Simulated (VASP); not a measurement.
Write the native input for VASP 6.6.1 that does the following.

- Task: relaxation of cell and atoms
- Functional: LDA
- Potentials or basis: VASP PAW LDA potentials, release 64 (La, P)
- Cutoff: 600 eV
- k mesh: 12 × 12 × 12
- Occupations: gaussian, width 0.05 eV
- Spin: no spin polarisation
- Dipole correction: no
- Further INCAR settings: ALGO = Normal; EDIFF = 1e-06; IBRION = 2; EDIFFG = -0.005; NSW = 80; ISIF = 3

The structure of LaP lies in POSCAR:

```
LaP
1.0
    0.0000000000      3.0150000000      3.0150000000
    3.0150000000      0.0000000000      3.0150000000
    3.0150000000      3.0150000000      0.0000000000
La P
1 1
Direct
    0.0000000000      0.0000000000      0.0000000000
    0.5000000000      0.5000000000      0.5000000000
```

The cell was built by a generator and needn't be a form met in nature.

These files were run (other wordings do the same):

INCAR

```
PREC = Accurate
ENCUT = 600
EDIFF = 1E-6
ISMEAR = 0
SIGMA = 0.05
LREAL = F
LASPH = T
NELM = 80
ALGO = Normal
ISIF = 3
LWAVE = F
LCHARG = F
GGA = CA
IBRION = 2
NSW = 80
EDIFFG = -0.005
```

KPOINTS

```
Automatic mesh
0
Gamma
  12 12 12
```

Potentials or basis: VASP PAW LDA potentials, release 64 (La, P).

Launch:

```bash
$ cat potpaw_LDA.64/La/POTCAR potpaw_LDA.64/P/POTCAR > POTCAR
$ mpirun -np 1 vasp_std > vasp.out
```

Results of the run:

```yaml
Relaxed_volume: 26.19 Å³/atom
Relaxed_cell: a = 4.200 Å, b = 4.200 Å, c = 4.200 Å, α = 60.00°, β = 60.00°, γ = 60.00°
Space_group_after_relaxing_to_0.05_Å: Fm-3m (No. 225)
Energy_gained_by_relaxing: 13.6 meV/atom
Ionic_steps: 3
Pressure_after_relaxing: 0.0 GPa
Band_gap_on_the_k_mesh: none (metal or under the smearing width)
```

Run time: 120 s on 1 thread of Intel(R) Xeon(R) Platinum 8259CL CPU @ 2.50GHz (Skylake/Cascade Lake), with other jobs on the host, peak memory 0.24 GiB.
